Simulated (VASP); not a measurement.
The system is Ti3BiO3.

```
Ti Bi O
1.0
     4.27502    0.00000    0.00000
     0.00000    4.27502    0.00000
     0.00000    0.00000    6.11596
Ti Bi O
3 1 3
Direct
  0.00000 0.50000 0.00000
  0.50000 0.00000 0.00000
  0.00000 0.00000 0.00000
  0.50000 0.50000 0.50000
  0.50000 0.50000 0.90643
  0.50000 0.50000 0.09357
  0.00000 0.00000 0.50000
```

The cell was built by a generator and needn't be a form met in nature.

| Property | Result |
| --- | --- |
| Program | VASP 6.6.1 |
| Task | relaxation of cell and atoms |
| Functional | PBE |
| Potentials or basis | VASP PAW PBE potentials, release 64 (Ti_sv, Bi_d, O) |
| Cutoff | 520 eV |
| k mesh | 3 × 3 × 3 |
| Occupations | gaussian, width 0.15 eV |
| Spin | no spin polarisation |

At the start: pressure 23.8 GPa; volume 15.97 Å³/atom.

Task: Where does the relaxation end?

Result: Over 13 steps the energy falls by 1024.2 meV/atom and the volume is 16.53 Å³/atom (+3.5 %); space group P4/mmm (No. 123, to 0.05 Å).

Step by step:
```tsv
step	energy change (eV)	largest force (eV/Å)	pressure (GPa)	volume (Å³)
1	0.0000	22.2747	23.83	111.77
2	64.4437	25.1514	13.61	154.14
3	-3.8822	5.4069	-8.60	134.25
4	-5.9434	3.5367	-2.23	130.23
5	-6.5995	0.4928	-0.79	123.85
6	-6.6277	0.4688	-0.48	125.05
7	-6.6293	0.2556	-0.77	124.77
8	-6.9297	0.0594	-3.21	123.56
9	-7.0716	0.0573	-4.13	121.73
10	-7.0706	0.0496	-4.60	122.08
11	-7.0873	0.0749	2.81	112.51
12	-7.1502	0.0071	-0.97	116.84
13	-7.1695	0.0258	-0.20	115.72
```

Final structure:
```yaml
crystal:
  lattice:
    - [4.10490, 0.00000, 0.00000]
    - [0.00000, 4.10490, 0.00000]
    - [0.00000, 0.00000, 6.86748]
  atoms:
    - { symbol: Ti, position: [0.00000, 0.50000, 0.00000] }
    - { symbol: Ti, position: [0.50000, 0.00000, 0.00000] }
    - { symbol: Ti, position: [0.00000, 0.00000, 0.00000] }
    - { symbol: Bi, position: [0.50000, 0.50000, 0.50000] }
    - { symbol: O, position: [0.50000, 0.50000, 0.83385] }
    - { symbol: O, position: [0.50000, 0.50000, 0.16615] }
    - { symbol: O, position: [0.00000, 0.00000, 0.50000] }
```

Caveat: the k mesh is coarse (spacing up to 0.49 Å⁻¹), so the values aren't converged; the standard files for N, O and F lose accuracy on very short bonds; an odd number of electrons without spin polarisation forces a metal; a magnetic or distorted state may lie lower; the relaxation stopped at a loose force limit of 0.08 eV/Å, so its end isn't a converged minimum.
